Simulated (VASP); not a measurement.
# Al2SiF2 (I4/mmm) in VASP: notebook, part 2 of 2

VASP 6.6.1. The steps go on from the part before.

### 5 Relaxation of cell and atoms, PBE

This run uses another cell than the first one, of 13.70 Å³/atom, 1.079 times its volume.

INCAR reads:

```
ALGO = Normal ; EDIFF = 1E-7
EDIFFG = -0.005 ; ENCUT = 520
GGA = PE ; IBRION = 2
ISIF = 3 ; ISMEAR = 0
KPAR = 4 ; LASPH = T
LCHARG = F ; LREAL = F
LWAVE = F ; NELM = 120
NSW = 60 ; POTIM = 0.3
PREC = Accurate ; SIGMA = 0.1
```

KPOINTS reads:

```
k-points
0
Gamma
  12 12 4
```

POSCAR reads:

```
Al2SiF2                                 
1.0
    2.9643631080     -0.0000000002      0.0000000000
   -1.4821815493      2.5672137577     -0.0000000000
    0.0000000000     -0.0000000000      9.0002076181
  Al              Si              F             
     2     1     2
Direct
     0.6666666699999979    0.3333333300000021    0.7819528642225849
     0.3333333300000021    0.6666666699999979    0.2180471357774151
     0.0000000000000000    0.0000000000000000    0.0000000000000000
     0.3333333300000021    0.6666666699999979    0.6465548754063668
     0.6666666699999979    0.3333333300000021    0.3534451245936329
```

Potentials or basis: VASP PAW PBE potentials, release 64 (Al, Si, F).

On the command line:

```
cat potpaw_PBE.64/Al/POTCAR potpaw_PBE.64/Si/POTCAR potpaw_PBE.64/F/POTCAR > POTCAR
mpirun -np 4 vasp_std > vasp.out
```

OUTCAR:

```text
EDIFF = 1E-7
   EDIFFG = -0.005
   ENCUT = 520
   GGA = PE
   IBRION = 2
   ISIF = 3
   ISMEAR = 0
   LASPH = T
   LREAL = F
   NELM = 120
   NSW = 60
   POTIM = 0.3
   PREC = Accurate

 ion  position               nearest neighbor table
   1  0.667  0.333  0.782-   4 2.10   4 2.10   4 2.10   3 2.60   3 2.60   3 2.60
   2  0.333  0.667  0.218-   5 2.10   5 2.10   5 2.10   3 2.60   3 2.60   3 2.60
   3  0.000  0.000  0.000-   1 2.60   2 2.60   2 2.60   1 2.60   1 2.60   2 2.60
   4  0.333  0.667  0.647-   1 2.10   1 2.10   1 2.10
   5  0.667  0.333  0.353-   2 2.10   2 2.10   2 2.10

  LATTYP: Found a hexagonal cell.
 ALAT       =     2.9643631080
 C/A-ratio  =     3.0361353485

  Lattice vectors:

 A1 = (   2.9643631080,  -0.0000000002,   0.0000000000)
 A2 = (  -1.4821815493,   2.5672137577,   0.0000000000)
 A3 = (   0.0000000000,   0.0000000000,   9.0002076181)

Analysis of symmetry for initial positions (statically):
=====================================================================
 Subroutine PRICEL returns:
 Original cell was already a primitive cell.

 Routine SETGRP: Setting up the symmetry group for a
 hexagonal supercell.

 Subroutine GETGRP returns: Found 12 space group operations
 (whereof 12 operations were pure point group operations)
 out of a pool of 24 trial point group operations.

The static configuration has the point symmetry D_3d.

Analysis of symmetry for dynamics (positions and initial velocities):
=====================================================================
 Subroutine PRICEL returns:
 Original cell was already a primitive cell.

 Routine SETGRP: Setting up the symmetry group for a
 hexagonal supercell.

 Subroutine GETGRP returns: Found 12 space group operations
 (whereof 12 operations were pure point group operations)
 out of a pool of 24 trial point group operations.

The dynamic configuration has the point symmetry D_3d.

 Subroutine INISYM returns: Found 12 space group operations
 (whereof 12 operations are pure point group operations),
 and found     1 'primitive' translations

----------------------------------------------------------------------------------------

                                     Primitive cell

  volume of cell :      68.4930

  direct lattice vectors                    reciprocal lattice vectors
     2.964363108 -0.000000000  0.000000000     0.337340590  0.194763680  0.000000000
    -1.482181549  2.567213758  0.000000000     0.000000000  0.389527361  0.000000000
     0.000000000  0.000000000  9.000207618     0.000000000  0.000000000  0.111108548

  length of vectors
     2.964363108  2.964363106  9.000207618     0.389527361  0.389527361  0.111108548

  position of ions in fractional coordinates (direct lattice)
     0.666666670  0.333333330  0.781952864
     0.333333330  0.666666670  0.218047136
     0.000000000  0.000000000  0.000000000
     0.333333330  0.666666670  0.646554875
     0.666666670  0.333333330  0.353445125

  ion indices of the primitive-cell ions
   primitive index   ion index
                 1           1
                 2           2
                 3           3
                 4           4
                 5           5

----------------------------------------------------------------------------------------

[... 69 lines left out ...]
   EDIFF  = 0.1E-06   stopping-criterion for ELM
   LREAL  =      F    real-space projection
   EDIFFG = -.5E-02   stopping-criterion for IOM
   NSW    =     60    number of steps for IOM
   IBRION =      2    ionic relax: 0-MD 1-quasi-New 2-CG
   NFREE  =      1    steps in history (QN), initial steepest desc. (CG)
   ISIF   =      3    stress and relaxation
   ISYM   =      2    0-nonsym 1-usesym 2-fastsym
   POTIM  = 0.3000    time-step for ionic-motion
   TEBEG  =    0.0;   TEEND  =   0.0 temperature during run
   PSTRESS=    0.0 pullay stress
   NELECT =      24.0000    total number of electrons
   NUPDOWN=      -1.0000    fix difference up-down
   EMIN   =  10.00;   EMAX   =-10.00  energy-range for DOS
   EFERMI =   0.00;   METHOD = LEGACY
   ISMEAR =     0;   SIGMA  =   0.10  broadening in eV -4-tet -1-fermi 0-gaus
   EFERMI_NEDOS =   21; number of points for ismear=-14 and -15
   IALGO  =     38    algorithm
   IMIX   =      4    mixing-type and parameters
     AMIX     =   0.40;   BMIX     =  1.00
     AMIX_MAG =   1.60;   BMIX_MAG =  1.00
  volume/ion in A,a.u.               =      13.70        92.44
  Fermi-wavevector in a.u.,A,eV,Ry     =   1.154153  2.181032 18.123890  1.332068
  Thomas-Fermi vector in A             =   2.290791
   LORBIT       =      0    0 simple, 1 ext, 2 COOP (PROOUT), +10 PAW based schemes
   GGA     = PE    functional components
   LHFCALC =     F    Hartree Fock is set to
   AEXX    =    0.0000 exact exchange contribution
   IVDW    =     0    specifies the selected vdW correction
   LEPSILON=     F    determine dielectric tensor
   LRPA    =     F    only Hartree local field effects (RPA)
 conjugate gradient relaxation of ions
 non-spin polarized calculation
 Gauss-broadening in eV      SIGMA  =   0.10
  energy-cutoff  :      520.00
  volume of cell :       68.49
 maximum number of plane-waves:      1894
 NGX is ok and might be reduce to    24
   NGX = 11   NGY = 11   NGZ = 33

--------------------------------------- Ionic step        1  -------------------------------------------

 number of electron      23.9999997 magnetization

 Free energy of the ion-electron system (eV)
  ---------------------------------------------------
  ext. energy  EPLUGINS =         0.00000000
  ---------------------------------------------------
  free energy    TOTEN  =       -22.83749310 eV

  energy without entropy =      -22.83355583  energy(sigma->0) =      -22.83552447

------------------------ aborting loop because EDIFF is reached ----------------------------------------

  FORCE on cell =-STRESS in cart. coord.  units (eV):
  Direction    XX          YY          ZZ          XY          YZ          ZX
  --------------------------------------------------------------------------------------
  -------------------------------------------------------------------------------------
  Total        0.0709909      0.0709909      0.4887869      0.0000000     -0.0000000     -0.0000000
  in kB        1.6606076      1.6606076     11.4336302      0.0000000     -0.0000000     -0.0000000
  external PRESSURE =       4.9182818 kB  Pullay stress =       0.0000000 kB
[... 98 lines left out ...]
  FREE ENERGIE OF THE ION-ELECTRON SYSTEM (eV)
  ---------------------------------------------------
  free  energy   TOTEN  =       -22.8386918355 eV

  energy  without entropy=      -22.8342042098  energy(sigma->0) =      -22.83644802

[... ionic steps 4 to 18 ...]

--------------------------------------- Ionic step       19  -------------------------------------------

 number of electron      24.0000003 magnetization

------------------------ aborting loop because EDIFF is reached ----------------------------------------
[... 73 lines left out ...]
--------------------------------------- Ionic step       21  -------------------------------------------

 number of electron      24.0000002 magnetization

 Free energy of the ion-electron system (eV)
  ---------------------------------------------------
  ext. energy  EPLUGINS =         0.00000000
  ---------------------------------------------------
  free energy    TOTEN  =       -22.84569274 eV

  energy without entropy =      -22.84141383  energy(sigma->0) =      -22.84355328

 E-fermi :   6.7726     XC(G=0):  -9.7200

 val. band max:        6.7535177064   @ k =  -0.0833   0.4167   0.2500
 cond. band min:       6.7944585798   @ k =   0.0000   0.0000   0.5000
 fundamental gap:      0.0409408734
 Fermi energy:         6.7725732356

 k-point     1 :       0.0000    0.0000    0.0000
  band No.  band energies     occupation
      1     -19.7760      2.00000
      2     -19.7363      2.00000
      3      -5.9772      2.00000
      4      -3.2379      2.00000
      5      -1.7828      2.00000
      6      -0.3189      2.00000
[... 433 lines left out ...]
      3      -5.4012      2.00000
      4      -2.9778      2.00000
      5      -1.5117      2.00000
      6      -0.9929      2.00000
[... 8 lines left out ...]
     15      11.0452      0.00000
     16      12.1247      0.00000

 [... further k-points ...]

------------------------ aborting loop because EDIFF is reached ----------------------------------------

  FORCE on cell =-STRESS in cart. coord.  units (eV):
  Direction    XX          YY          ZZ          XY          YZ          ZX
  --------------------------------------------------------------------------------------
  -------------------------------------------------------------------------------------
  Total        0.0118184      0.0118184      0.0120883      0.0000000      0.0000000      0.0000000
  in kB        0.2672362      0.2672362      0.2733392      0.0000000      0.0000000      0.0000000
  external PRESSURE =       0.2692705 kB  Pullay stress =       0.0000000 kB
[... 20 lines left out ...]
  FREE ENERGIE OF THE ION-ELECTRON SYSTEM (eV)
  ---------------------------------------------------
  free  energy   TOTEN  =       -22.8456927356 eV

  energy  without entropy=      -22.8414138316  energy(sigma->0) =      -22.84355328

 reached required accuracy - stopping structural energy minimisation
```

Run time: 2.4 min. Hardware: 4 MPI ranks of Intel Xeon 6975P-C (Granite Rapids), shared host; peak memory 0.24 GiB.

What came out:

```
Free energy                            : -22.8457 eV
Relaxed volume                         : 14.17 Å³/atom
Relaxed cell                           : a = 2.961 Å, b = 2.961 Å, c = 9.331 Å, α = 90.00°, β = 90.00°, γ = 120.00°
Space group after relaxing (to 0.05 Å) : P-3m1 (No. 164)
Energy gained by relaxing              : 1.6 meV/atom
Ionic steps                            : 21
Pressure after relaxing                : 0.0 GPa
Largest force after relaxing           : 0.004 eV/Å
Band gap on the k mesh                 : none (metal or under the smearing width)
```

Forces on the atoms (eV/Å):
```
Al   0.000  0.000  0.004
Al   0.000  0.000 -0.004
Si   0.000  0.000  0.000
F    0.000  0.000 -0.004
F    0.000  0.000  0.004
```

Step by step:
| step | energy change (eV) | largest force (eV/Å) | pressure (GPa) | volume (Å³) |
| --- | --- | --- | --- | --- |
| 1 | 0.0000 | 0.0047 | 0.49 | 68.49 |
| 2 | -0.0010 | 0.0368 | 0.12 | 68.74 |
| 3 | -0.0012 | 0.0588 | -0.13 | 68.92 |
| 4 | -0.0015 | 0.0480 | -0.07 | 68.91 |
| 5 | -0.0021 | 0.0793 | 0.07 | 68.88 |
| 6 | -0.0017 | 0.1674 | 0.39 | 68.81 |
| 7 | -0.0022 | 0.1086 | 0.17 | 68.86 |
| 8 | -0.0024 | 0.1024 | 0.17 | 68.87 |
| 9 | -0.0030 | 0.0842 | 0.16 | 68.92 |
| 10 | -0.0038 | 0.0474 | 0.15 | 69.02 |
| 11 | -0.0044 | 0.0787 | 0.10 | 69.21 |
| 12 | -0.0051 | 0.0654 | 0.14 | 69.34 |
| 13 | -0.0068 | 0.0246 | 0.26 | 69.73 |
| 14 | -0.0074 | 0.0564 | 0.53 | 70.49 |
| 15 | -0.0076 | 0.0329 | 0.46 | 70.27 |
| 16 | -0.0082 | 0.0177 | -0.12 | 71.01 |
| 17 | -0.0082 | 0.0116 | 0.01 | 70.85 |
| 18 | -0.0082 | 0.0121 | 0.01 | 70.86 |
| 19 | -0.0082 | 0.0149 | -0.06 | 70.94 |
| 20 | -0.0082 | 0.0124 | -0.02 | 70.87 |
| 21 | -0.0082 | 0.0045 | 0.03 | 70.86 |

Final structure:
```
Al Si F
1.0
     2.96106    0.00000    0.00000
    -1.48053    2.56435    0.00000
     0.00000    0.00000    9.33145
Al Si F
2 1 2
Direct
  0.66667 0.33333 0.78906
  0.33333 0.66667 0.21094
  0.00000 0.00000 0.00000
  0.33333 0.66667 0.65795
  0.66667 0.33333 0.34205
```

Levels at points of the mesh, in eV from the Fermi level:
```csv
k point,band 10,band 11,band 12,band 13,band 14,band 15
"(0.00, 0.00, 0.00)",-6.17,-2.74,0.61,3.16,5.92,5.92
"(0.50, 0.00, 0.00)",-6.16,-3.74,-1.82,1.34,2.22,2.52
"(0.00, 0.00, 0.50)",-6.50,-2.33,0.02,4.03,5.92,5.92
"(0.50, 0.00, 0.50)",-6.17,-3.70,-1.81,1.30,2.23,2.56
```

### 6 Summary

```csv
task,level,cell,k mesh,gap on the mesh (eV),pressure (GPa),relaxed volume (Å³/atom)
relaxation of cell and atoms,PBE,relaxed,12 × 12 × 12,none,0.0,12.70
single point,r2SCAN,"I4/mmm, 12.7 Å³/atom",12 × 12 × 12,none,-4.4,-
relaxation of cell and atoms,PBE,relaxed,12 × 12 × 4,none,0.0,14.17
```

Alike in all rows: potentials or basis VASP PAW PBE potentials, release 64 (Al, Si, F); no spin polarisation; cutoff (eV) 520; smearing gaussian 0.1 eV.

Caveats: the PAW data sets were made with another functional, which shifts forces and pressure a little (some runs).

Total energies depend on the potentials used, so only differences within one code and one set of settings carry meaning.
